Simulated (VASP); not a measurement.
Output of a VASP run:

OSZICAR:
```
       N       E                     dE             d eps       ncg     rms          rms(c)
DAV:   1     0.112068287391E+03    0.11207E+03   -0.89386E+03   762   0.124E+03
DAV:   2    -0.580731617930E+00   -0.11265E+03   -0.10927E+03   829   0.301E+02
DAV:   3    -0.431250024958E+01   -0.37318E+01   -0.37192E+01   939   0.571E+01
DAV:   4    -0.434343288482E+01   -0.30933E-01   -0.30931E-01   950   0.482E+00
DAV:   5    -0.434378767807E+01   -0.35479E-03   -0.35479E-03   919   0.414E-01    0.147E+01
DAV:   6    -0.403749128819E+01    0.30630E+00   -0.58303E-01   834   0.140E+01    0.103E+01
DAV:   7    -0.399138102080E+01    0.46110E-01   -0.23064E-01   864   0.422E+00    0.220E+00
DAV:   8    -0.398854012143E+01    0.28409E-02   -0.25505E-02   809   0.261E+00    0.922E-01
DAV:   9    -0.398804150009E+01    0.49862E-03   -0.26135E-03   834   0.503E-01    0.276E-01
DAV:  10    -0.398802706240E+01    0.14438E-04   -0.14244E-04   899   0.130E-01    0.101E-01
DAV:  11    -0.398802007139E+01    0.69910E-05   -0.39353E-05   839   0.853E-02    0.230E-02
DAV:  12    -0.398802004762E+01    0.23767E-07   -0.26036E-06   766   0.259E-02
   1 F= 0.86327284E+01 E0= 0.86327284E+01  d E =0.863273E+01
```

**OUTCAR**
```
------------------------ aborting loop because EDIFF is reached ----------------------------------------
  FORCE on cell =-STRESS in cart. coord.  units (eV):
  Direction    XX          YY          ZZ          XY          YZ          ZX
  --------------------------------------------------------------------------------------
  Total       12.6457816     12.6457816     12.6457816      0.0000000     -0.0000000      0.0000000
  in kB      450.8925706    450.8925706    450.8925706      0.0000000     -0.0000000      0.0000000
  external PRESSURE =       0.8925706 kB  Pullay stress =     450.0000000 kB
  volume of cell :       44.93
      direct lattice vectors                 reciprocal lattice vectors
     0.000000000  2.821744766  2.821744766    -0.177195332  0.177195332  0.177195332
     2.821744766  0.000000000  2.821744766     0.177195332 -0.177195332  0.177195332
     2.821744766  2.821744766  0.000000000     0.177195332  0.177195332 -0.177195332
  FREE ENERGIE OF THE ION-ELECTRON SYSTEM (eV)
  ---------------------------------------------------
  free  energy   TOTEN  =        -3.9880200476 eV

  energy  without entropy=       -3.9880200476  energy(sigma->0) =       -3.98802005
  enthalpy is  TOTEN    =         8.6327284257 eV   P V=       12.6207484734

 reached required accuracy - stopping structural energy minimisation
```
(Selected blocks of OUTCAR.)

**POSCAR**
```
CdTe
1
    0.0000000000     2.8217447660     2.8217447660
    2.8217447660     0.0000000000     2.8217447660
    2.8217447660     2.8217447660     0.0000000000
Cd Te
1 1
Direct
  0.0000000000   0.0000000000   0.0000000000
  0.2500000000   0.2500000000   0.2500000000
```

Write an INCAR and KPOINTS that could have produced this output.

One answer among several that fit: the input of the run itself, LDA (Ceperley-Alder, Perdew-Zunger), plane waves, VASP's LDA PAW potentials (set 64).

**KPOINTS**
```
kpoints
0
gamma
8 8 8
```

### INCAR
```
SYSTEM  =  CdTe
PREC  =  Accurate; ENCUT  =  500; LREAL  =  .False.
LASPH  =  .True.
EDIFF  =  1E-6; NELM  =  100; ALGO  =  Normal
LMAXMIX  =  4
ISMEAR  =  0; SIGMA  =  0.05
IBRION  =  2; NSW  =  40; ISIF  =  3
EDIFFG  =  -0.02; PSTRESS  =  450
LWAVE  =  .False.; LCHARG  =  .False.
```

POTCAR, in this order: Cd Te (LDA.64 set). Program: vasp_std.

The compound is CdTe in the zinc blende structure. It was relaxed first under an external pressure of 45 GPa.
